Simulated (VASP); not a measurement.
Consider the following.

```xyz
2
Lattice="0.0000 2.4350 2.4350 2.4350 0.0000 2.4350 2.4350 2.4350 0.0000" Properties=species:S:1:pos:R:3 pbc="T T T"
Be     0.0000     0.0000     0.0000
S      1.2175     1.2175     1.2175
```

Calculation: Bethe-Salpeter equation (Tamm-Dancoff) on G0W0 levels and PBE orbitals, VASP's PBE PAW potentials (set 64) (plane waves; VASP). Numerical set-up: PREC = Normal, 500 eV cut-off, 6×6×6 Γ-centred mesh, Gaussian smearing of 0.010 eV, potentials Be_sv_GW S_GW.

The mesh is coarse, so the spectrum and binding energies are not converged.

The BSE takes 3 valence and 4 conduction bands in the Tamm-Dancoff approximation; the smallest direct G0W0 gap on the mesh is 7.38 eV.

Question: Where does the first bright exciton lie on this mesh?

Answer: At 6.83 eV. Its distance from the direct gap isn't converged on a mesh this coarse and overstates the binding.

(ħω (eV), ε₂): (0.00, 0.00); (0.40, 0.01); (0.70, 0.01); (1.10, 0.02); (1.40, 0.02); (1.80, 0.03); (2.20, 0.04); (2.50, 0.05); (2.90, 0.06); (3.20, 0.07); (3.60, 0.09); (3.90, 0.11); (4.30, 0.14); (4.70, 0.20); (5.00, 0.26); (5.40, 0.40); (5.70, 0.60); (6.10, 1.26); (6.50, 4.84); (6.80, 45.5); (7.20, 15.5); (7.50, 24.0); (7.90, 16.4); (8.30, 6.21); (8.60, 3.62); (9.00, 6.24); (9.30, 3.03); (9.70, 3.91); (10.10, 5.72); (10.40, 4.31); (10.80, 7.64); (11.10, 5.00); (11.50, 3.20); (11.80, 0.95); (12.20, 0.96); (12.60, 0.74); (12.90, 1.06); (13.30, 0.71); (13.60, 0.54); (14.00, 0.82)

The compound is BeS in the zinc blende structure. The cell was not relaxed at this level.
